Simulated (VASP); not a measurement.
Energy against volume of Pd (fcc). Computed with PBEsol GGA, VASP's PBE PAW potentials (set 64) (plane waves; VASP).

```csv
V (Å³/atom),E (eV/atom)
13.661,-5.92102
14.097,-5.95051
14.533,-5.95963
14.968,-5.95194
15.404,-5.93042
```

Question: Fit a third-order Birch-Murnaghan equation of state.

Answer: 
The volume per atom is 14.54 Å³/atom. The bulk modulus is 205 GPa. The pressure derivative of the bulk modulus is 5.44. The lattice constant a comes out as 3.874 Å.

Measured: bulk modulus 195 GPa at 0 K (computed value off by +4.8 %), as given by Vázquez-Parga, Fernández-Martínez, Viñes, J. Chem. Theory Comput. (2023), doi:10.1021/acs.jctc.3c00612, Supporting … [zero-point energy and finite temperature contributions removed]; a 3.876 Å at 0 K (computed value off by -0.1 %), as given by Daniel Mejia-Rodriguez et al., Physical Review B (2018), arXiv:1807.09216 [static lattice: zero-point anharmonic expansion removed].

The compound is Pd in the fcc structure. It was relaxed first.
